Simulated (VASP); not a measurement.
Wanted: the native input for a VASP 6.6.1 run.

```
Task                   : single point
Functional             : PBE
Potentials or basis    : VASP PAW PBE potentials, release 64 (Sc_sv_GW, Si_GW)
Cutoff                 : 450 eV
k mesh                 : 4 × 4 × 4
Occupations            : gaussian, width 0.02 eV
Spin                   : no spin polarisation
Further INCAR settings : ALGO = Normal; EDIFF = 1e-07; NBANDS = 16
```

The structure of ScSi2 lies in POSCAR:

```
ScSi2
1.0
    3.6600000000      0.0000000000      0.0000000000
   -1.8300000000      3.1696529779      0.0000000000
    0.0000000000      0.0000000000      3.8700000000
Sc Si
1 2
Direct
    0.0000000000      0.0000000000      0.0000000000
    0.6666666667      0.3333333333      0.5000000000
    0.3333333333      0.6666666667      0.5000000000
```

These files were run (other wordings do the same):

INCAR

```
ALGO = Normal
EDIFF = 1E-7
ENCUT = 450
GGA = PE
ISIF = 2
ISMEAR = 0
LASPH = True
LCHARG = False
LREAL = False
LWAVE = False
NBANDS = 16
NELM = 60
PREC = Accurate
SIGMA = 0.02
```

KPOINTS

```
k-points
0
Gamma
  4 4 4
```

Potentials or basis: VASP PAW PBE potentials, release 64 (Sc_sv_GW, Si_GW).

Launch:

```sh
$ cat potpaw_PBE.64/Sc_sv_GW/POTCAR potpaw_PBE.64/Si_GW/POTCAR > POTCAR
$ mpirun -np 1 vasp_std > vasp.out
```

It gave:

* Pressure: 25.6 GPa
* Band gap on the k mesh: none (metal or under the smearing width)

Caveat: the k mesh is coarse (spacing up to 0.50 Å⁻¹), so the values aren't converged; the cutoff is under 1.25 times the usual one of these potentials, so pressure, stress and relaxed cells hold a basis-set (Pulay) error; so large a pressure means that the cell lies far from this level's equilibrium, or that cutoff or potentials fall short.

Run time: 27 s on 1 thread of AMD EPYC 7R43 64-Core Processor (Zen 3), with other jobs on the host, peak memory 0.13 GiB.
